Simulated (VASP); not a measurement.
Given:

```
CELL_PARAMETERS angstrom
      1.62370    -2.85348     0.00000
      1.62370     2.85348     0.00000
      0.00000     0.00000     5.17442
ATOMIC_POSITIONS crystal
  Sc 0.33333 0.66667 0.25000
  Sc 0.67801 0.34468 0.75000
```

All values below come from PBE GGA, VASP's PBE PAW potentials (set 64) (plane waves; VASP 6.6.1). Numerical set-up: 400 eV cut-off, 7×7×4 Monkhorst-Pack mesh, first-order Methfessel-Paxton smearing of 0.10 eV, potentials Sc_sv.

Q: Give the stress tensor in GPa (positive for a compressed cell).

A: 
```
 2.66  -0.16   0.00
-0.16   1.60   0.00
 0.00   0.00   0.36
```
The pressure is its mean diagonal, 1.54 GPa.

The compound is Sc in the hcp structure. The cell was not relaxed at this level, atoms are displaced from their ideal sites. The k-mesh is coarse (spacing up to 0.32 per Å, 2π included), so the numbers may not be converged in it. The run is one of a series of settings (KPOINTS 7×7×4 Monkhorst-Pack mesh against the base run), some of them coarse on purpose.
